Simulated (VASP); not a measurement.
Calculation: vdW-DF2, VASP's PBE PAW potentials (set 64) (plane waves; VASP).

Input for VASP

### KPOINTS
```
k-points along high-symmetry lines
15
Line-mode
Reciprocal
  0.000000   0.000000   0.000000 ! GAMMA
  0.500000   0.000000   0.500000 ! X

  0.500000   0.000000   0.500000 ! X
  0.625000   0.250000   0.625000 ! U

  0.375000   0.375000   0.750000 ! K
  0.000000   0.000000   0.000000 ! GAMMA

  0.000000   0.000000   0.000000 ! GAMMA
  0.500000   0.500000   0.500000 ! L

  0.500000   0.500000   0.500000 ! L
  0.500000   0.250000   0.750000 ! W

  0.500000   0.250000   0.750000 ! W
  0.500000   0.000000   0.500000 ! X
```

File POSCAR:
```
KF
2.6996630
  0.0000000000   1.0000000444   1.0000000444
  1.0000000444   0.0000000000   1.0000000444
  1.0000000444   1.0000000444   0.0000000000
K F
1 1
direct
  0.0000000000   0.0000000000   0.0000000000
  0.5000000000   0.5000000000   0.5000000000
```

**INCAR**
```
AGGAC=0.0
ALGO=Normal
EDIFF=1E-7
ENCUT=520
GGA=ML
ICHARG=11
ISMEAR=0
LASPH=.TRUE.
LCHARG=.FALSE.
LORBIT=11
LREAL=.FALSE.
LUSE_VDW=.TRUE.
LWAVE=.FALSE.
NELM=100
PREC=Accurate
SIGMA=0.05
SYSTEM=KF
ZAB_VDW=-1.8867
```

POTCAR, in this order: K_sv F (PBE.64 set). Program: vasp_std. Read from the step before: CHGCAR.

Output

OUTCAR:
```
 ion  position               nearest neighbor table
   1  0.000  0.000  0.000-   2 2.70   2 2.70   2 2.70   2 2.70   2 2.70   2 2.70
   2  0.500  0.500  0.500-   1 2.70   1 2.70   1 2.70   1 2.70   1 2.70   1 2.70
  LATTYP: Found a face centered cubic cell.
 ALAT       =     5.3993262398
 Subroutine PRICEL returns:
 Original cell was already a primitive cell.
 Subroutine GETGRP returns: Found 48 space group operations
The static configuration has the point symmetry O_h .
The dynamic configuration has the point symmetry O_h .
 Subroutine INISYM returns: Found 48 space group operations
   k-points           NKPTS =     90   k-points in BZ     NKDIM =     90   number of bands    NBANDS=     12
   number of dos      NEDOS =    301   number of ions     NIONS =      2
   total plane-waves  NPLWV =  21952
   dimension x,y,z NGX =    28 NGY =   28 NGZ =   28
   dimension x,y,z NGXF=    56 NGYF=   56 NGZF=   56
   ions per type =               1   1
   PREC   = accura    normal or accurate (medium, high low for compatibility)
   ISTART =      0    job   : 0-new  1-cont  2-samecut
   ICHARG =     11    charge: 1-file 2-atom 10-const
   ISPIN  =      1    spin polarized calculation?
   LNONCOLLINEAR =      F non collinear calculations
   LSORBIT =      F    spin-orbit coupling
   INIWAV =      1    electr: 0-lowe 1-rand  2-diag
   ENCUT  =  520.0 eV  38.22 Ry    6.18 a.u.   7.10  7.10  7.10*2*pi/ulx,y,z
   NELM   =    100;   NELMIN=  2; NELMDL= -5     # of ELM steps
   EDIFF  = 0.1E-06   stopping-criterion for ELM
   LREAL  =      F    real-space projection
   NLSPLINE    = F    spline interpolate recip. space projectors
   LMAXMIX     =    2 max onsite mixed and CHGCAR
   VOSKOWN=      0    Vosko Wilk Nusair interpolation
   EDIFFG = 0.1E-05   stopping-criterion for IOM
   NSW    =      0    number of steps for IOM
   NBLOCK =      1;   KBLOCK =      1    inner block; outer block
   IBRION =     -1    ionic relax: 0-MD 1-quasi-New 2-CG
   NFREE  =      0    steps in history (QN), initial steepest desc. (CG)
   ISIF   =      2    stress and relaxation
   ISYM   =      2    0-nonsym 1-usesym 2-fastsym
   TEIN   =    0.0    initial temperature
   TEBEG  =    0.0;   TEEND  =   0.0 temperature during run
...
```

**OSZICAR**
```
       N       E                     dE             d eps       ncg     rms          rms(c)
DAV:   1     0.116671820807E+03    0.11667E+03   -0.84174E+03  2160   0.129E+03
DAV:   2     0.933731570976E+00   -0.11574E+03   -0.10538E+03  2612   0.325E+02
DAV:   3    -0.437960137325E+01   -0.53133E+01   -0.52729E+01  2740   0.652E+01
DAV:   4    -0.455789552805E+01   -0.17829E+00   -0.17816E+00  3384   0.107E+01
DAV:   5    -0.455993398558E+01   -0.20385E-02   -0.20383E-02  2780   0.116E+00
DAV:   6    -0.455996831026E+01   -0.34325E-04   -0.34324E-04  3256   0.101E-01
DAV:   7    -0.455996849546E+01   -0.18519E-06   -0.18520E-06  2768   0.104E-02
DAV:   8    -0.455996849664E+01   -0.11833E-08   -0.11848E-08  1912   0.860E-04
   1 F= -.45599685E+01 E0= -.45599685E+01  d E =-.729396E-16
```

File OUTCAR:
```
 val. band max:       -3.3303579679   @ k =   0.0000   0.0000   0.0000

 cond. band min:       2.4332938848   @ k =   0.0000   0.0000   0.0000



 k-point     1 :       0.0000    0.0000    0.0000
  band No.  band energies     occupation
      1     -29.4526      2.00000
      2     -21.8708      2.00000
      3     -12.6989      2.00000
      4     -12.6989      2.00000
      5     -12.6989      2.00000
      6      -3.3304      2.00000
      7      -3.3304      2.00000
      8      -3.3304      2.00000
      9       2.4333      0.00000
     10       7.1817      0.00000
     11       7.1817      0.00000
     12       7.1817      0.00000

 k-point     2 :       0.0357    0.0000    0.0357
  band No.  band energies     occupation
      1     -29.4512      2.00000
      2     -21.8718      2.00000
      3     -12.7014      2.00000
      4     -12.7014      2.00000
      5     -12.6999      2.00000
      6      -3.3543      2.00000
      7      -3.3321      2.00000
      8      -3.3321      2.00000
      9       2.4818      0.00000
     10       7.1275      0.00000
     11       7.2148      0.00000
     12       7.2148      0.00000

 k-point     3 :       0.0714    0.0000    0.0714
  band No.  band energies     occupation
      1     -29.4472      2.00000
      2     -21.8749      2.00000
      3     -12.7086      2.00000
      4     -12.7086      2.00000
      5     -12.7037      2.00000
      6      -3.4205      2.00000
      7      -3.3372      2.00000
      8      -3.3372      2.00000
      9       2.6224      0.00000
     10       6.9757      0.00000
     11       7.3130      0.00000
     12       7.3130      0.00000

 k-point     4 :       0.1071    0.0000    0.1071
  band No.  band energies     occupation
      1     -29.4408      2.00000
      2     -21.8798      2.00000
      3     -12.7203      2.00000
      4     -12.7203      2.00000
      5     -12.7125      2.00000
      6      -3.5136      2.00000
      7      -3.3448      2.00000
...
```

The density is held fixed in this step, so its total energy and stress have no physical meaning.

The compound is KF in the rock salt structure. It was relaxed first.
